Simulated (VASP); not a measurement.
Computed with PBE GGA, VASP's PBE PAW potentials (set 64) (plane waves; VASP).

Input for VASP

**KPOINTS**
```
Automatic
0
gamma
 13 13 7
0 0 0
```

**INCAR**
```
! general
SYSTEM  = Sc
PREC    = Accurate
ENCUT   = 500
LREAL   = .False.
LASPH   = .True.

! electronic loop
EDIFF   = 1E-6
NELM    = 100
ALGO    = Normal
LMAXMIX = 4

! smearing
ISMEAR  = 1
SIGMA   = 0.1

! functional
GGA     = PE

! ions
IBRION  = 2
NSW     = 40
ISIF    = 3
EDIFFG  = -0.02
PSTRESS = 100

! output
LWAVE   = .False.
LCHARG  = .False.
```

### POSCAR
```
Sc
1.0
  1.6200183436  -2.8059539795   0.0000000000
  1.6200183436   2.8059539795   0.0000000000
  0.0000000000   0.0000000000   5.0044206026
Sc
2
direct
  0.3333330000   0.6666670000   0.2500000000
  0.6666670000   0.3333330000   0.7500000000
```

POTCAR, in this order: Sc_sv (PBE.64 set). Program: vasp_std.

Energy and stress use the plane-wave basis of the starting cell.

Question: Predict the energy per atom (σ→0), volume per atom, band gap (on the k-mesh).

Answer: 
```json
{
 "energy per atom (σ→0)": "-6.153 eV/atom",
 "band gap (on the k-mesh)": "none (metal, semimetal or under 0.01 eV)",
 "volume_per_atom": "21.32 Å³/atom"
}
```

File OSZICAR:
```
...
DAV:   7    -0.123109716908E+02   -0.41092E-06   -0.79721E-07  1829   0.171E-02
   3 F= -.96460745E+01 E0= -.96452903E+01  d E =-.458302E-01
       N       E                     dE             d eps       ncg     rms          rms(c)
DAV:   1    -0.123078656135E+02    0.31057E-02   -0.99715E-03  2534   0.156E+00    0.131E-01
DAV:   2    -0.123075694961E+02    0.29612E-03   -0.87317E-04  3779   0.454E-01    0.397E-02
DAV:   3    -0.123075376853E+02    0.31811E-04   -0.14874E-04  3150   0.162E-01    0.178E-02
DAV:   4    -0.123075385089E+02   -0.82353E-06   -0.51685E-06  2524   0.360E-02
   4 F= -.96460623E+01 E0= -.96452745E+01  d E =-.458180E-01
```

The compound is Sc in the hcp structure. This run relaxes it under an external pressure of 10 GPa. Symmetry was kept, so distortions that lower it aren't found.
